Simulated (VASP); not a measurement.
Here is the system:

```yaml
crystal:
  lattice:
    - [1.75427, -3.03848, 0.00000]
    - [1.75427, 3.03848, 0.00000]
    - [0.00000, 0.00000, 13.89781]
  atoms:
    - { symbol: Te, position: [0.33333, 0.66667, 0.88063] }
    - { symbol: Te, position: [0.66667, 0.33333, 0.38063] }
    - { symbol: Te, position: [0.66667, 0.33333, 0.11937] }
    - { symbol: Te, position: [0.33333, 0.66667, 0.61937] }
    - { symbol: Mo, position: [0.33333, 0.66667, 0.25000] }
    - { symbol: Mo, position: [0.66667, 0.33333, 0.75000] }
```

Level of theory: vdW-DF-cx, VASP's PBE PAW potentials (set 64) (plane waves; VASP 6.6.1). Numerical set-up: 520 eV cut-off, 8×8×2 Γ-centred mesh, tetrahedra with Blöchl corrections, potentials Te Mo_sv.

The cores are frozen, which limits the accuracy of field gradients.

Problem. Give the principal components of the electric field gradient (V/Å²) and the asymmetry η at each nucleus.

Solution. 
```tsv
atom	Vxx	Vyy	Vzz	η
Te1	85.1	85.1	-170.1	0.00
Te2	85.1	85.1	-170.1	0.00
Te3	85.1	85.1	-170.1	0.00
Te4	85.1	85.1	-170.1	0.00
Mo5	35.0	35.0	-70.1	0.00
Mo6	35.0	35.0	-70.1	0.00
```

The compound is MoTe2 in the 2H layered structure. It was relaxed first.
